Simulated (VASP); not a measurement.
Si3Ge: elastic constants with PBE

Si3Ge:

```
Si Ge
1.0
    -2.76577    2.76577    5.53088
     2.76577   -2.76577    5.53088
     2.76577    2.76577   -5.53088
Si Ge
6 2
Cartesian
  0.0000 0.0000 5.5309
  1.3829 1.3380 4.1482
  1.3829 1.4278 -1.3827
  2.7658 0.0000 2.7654
  -1.3380 1.3829 6.9136
  4.1037 1.3829 1.3827
  0.0000 0.0000 0.0000
  0.0000 2.7658 2.7654
```

The cell was built by a generator and needn't be a form met in nature.

```yaml
Program: VASP 6.6.1
Task: elastic constants
Functional: PBE
Potentials_or_basis: VASP PAW PBE potentials, release 64 (Si, Ge_d)
Cutoff: 520 eV
k_mesh: 6 × 6 × 6
Occupations: gaussian, width 0.1 eV
Spin: no spin polarisation
Ions_in_elastic_constants: relaxed
Further_INCAR_settings: ALGO = Normal; EDIFF = 1e-08; IBRION = 6; POTIM = 0.015; NSW = 1; ISIF = 3
```

| Property | Result |
| --- | --- |
| Elastic constants C11, C12, C44 | 142, 51, 72 GPa |
| Voigt bulk modulus | 82 GPa |
| Highest phonon frequency at Γ, LO-TO splitting left out | 484 cm⁻¹ |

Phonon frequencies in cm⁻¹ (negative: imaginary):
| q point | frequencies |
| --- | --- |
| (0.000, 0.000, 0.000) | 0 0 0 114 114 153 166 178 178 263 263 311 335 335 364 364 384 395 431 431 436 477 477 484 |

Elastic tensor in Voigt notation (GPa, in the Cartesian axes of the cell as first typed):
```
142  51  52   0   0   0
 51 142  52   0   0   0
 52  52 142   0   0   0
  0   0   0  72   0   0
  0   0   0   0  72   0
  0   0   0   0   0  72
```

Clamped-ion elastic tensor (GPa):
```
142  51  52   0   0   0
 51 142  52   0   0   0
 52  52 143   0   0   0
  0   0   0  94   0   0
  0   0   0   0  94   0
  0   0   0   0   0  94
```

Wall time 16 min on 8 MPI ranks on Intel(R) Xeon(R) 6975P-C (Granite Rapids), with other jobs on the host, peak memory 1 GiB a rank.
